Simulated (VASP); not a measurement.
Data:

```
BeCd3Te4
1.0
   -0.01680     6.25605     6.30082
    6.25605    -0.01680     6.30082
    3.11962     3.11962     0.00000
Cd Te Be
3 4 1
Direct
  0.99617   0.99617   0.00765
  0.99478   0.50594   0.99928
  0.50594   0.99478   0.99928
  0.12561   0.12561   0.24877
  0.15851   0.61343   0.22806
  0.61343   0.15851   0.22806
  0.60577   0.60577   0.28847
  0.49979   0.49979   0.00042
```

Level of theory: PBEsol GGA, VASP's PBE PAW potentials (set 64) (plane waves; VASP). Settings: 400 eV cut-off, Gaussian smearing of 0.050 eV, potentials Cd Te Be.

Unless said otherwise, spin-orbit coupling is left out, though it shifts the bands of the heavy elements here.

Task: Give the energies of bands 23 to 36 at the high-symmetry points, in eV from the valence-band maximum.

Result: 
| band | Γ | Y | C0 | Z | A0 | T | S | R |
|---|---|---|---|---|---|---|---|---|
| 23 | -2.41 | -2.85 | -3.04 | -3.94 | -4.39 | -4.55 | -2.95 | -4.29 |
| 24 | -2.26 | -2.79 | -3.00 | -2.97 | -2.47 | -2.43 | -2.51 | -2.80 |
| 25 | -1.19 | -2.34 | -2.09 | -2.91 | -2.37 | -2.31 | -2.32 | -2.65 |
| 26 | -1.11 | -2.04 | -2.07 | -2.75 | -2.31 | -2.19 | -2.18 | -2.50 |
| 27 | -1.02 | -1.56 | -1.38 | -2.65 | -1.99 | -2.02 | -1.35 | -2.23 |
| 28 | -0.72 | -1.07 | -1.15 | -2.34 | -1.70 | -1.19 | -0.93 | -1.94 |
| 29 | -0.18 | -1.03 | -1.09 | -2.32 | -1.39 | -0.91 | -0.63 | -1.68 |
| 30 | -0.14 | -0.81 | -1.02 | -1.25 | -1.02 | -0.90 | -0.35 | -1.36 |
| 31 | 0.00 | -0.78 | -0.45 | -0.77 | -0.99 | -0.78 | -0.33 | -1.35 |
| 32 | 0.99 | 2.13 | 2.25 | 2.68 | 1.89 | 1.43 | 1.72 | 2.09 |
| 33 | 1.70 | 2.64 | 2.92 | 3.34 | 2.24 | 1.79 | 2.37 | 2.63 |
| 34 | 1.81 | 3.25 | 3.06 | 4.12 | 2.35 | 2.02 | 2.44 | 3.02 |
| 35 | 2.25 | 3.27 | 3.25 | 4.25 | 2.42 | 2.20 | 3.12 | 3.10 |
| 36 | 2.45 | 3.37 | 3.43 | 4.49 | 2.69 | 2.27 | 4.09 | 4.02 |

The gap is direct, 0.99 eV, from the valence maximum at Γ to the conduction minimum at Γ.

The structure was generated: BeCd3Te4 was put into an ordered model structure (Amm2), which need not be its known phase. It was relaxed first.
